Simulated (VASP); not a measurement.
Here is the system:

```yaml
crystal:
  lattice:
    - [0.00000, 3.22056, 3.22056]
    - [3.22056, 0.00000, 3.22056]
    - [3.22056, 3.22056, 0.00000]
  atoms:
    - { symbol: Ba, position: [0.00000, 0.00000, 0.00000] }
    - { symbol: S, position: [0.50000, 0.50000, 0.50000] }
```

Level of theory: revTPSS meta-GGA, VASP's PBE PAW potentials (set 64) (plane waves; VASP). Numerical set-up: 520 eV cut-off, 8×8×8 Γ-centred mesh, tetrahedra with Blöchl corrections, potentials Ba_sv S.

Unless said otherwise, spin-orbit coupling is left out, though it shifts the bands of the heavy elements here.

Problem. Give the energies of bands 6 to 11 at the high-symmetry points, in eV from the valence-band maximum.

Solution. 
| band | Γ | X | U | L | W |
|---|---|---|---|---|---|
| 6 | 0.00 | -0.59 | -0.94 | -1.91 | -1.08 |
| 7 | 0.00 | -0.16 | -0.59 | -1.04 | -0.53 |
| 8 | 0.00 | -0.16 | -0.59 | -1.04 | -0.53 |
| 9 | 3.61 | 2.17 | 3.35 | 5.58 | 4.34 |
| 10 | 4.01 | 6.20 | 5.99 | 5.60 | 4.34 |
| 11 | 4.01 | 6.20 | 6.79 | 6.42 | 6.50 |

The gap is indirect, 2.17 eV, from the valence maximum at Γ to the conduction minimum at X.

The compound is BaS in the rock salt structure. It was relaxed first.
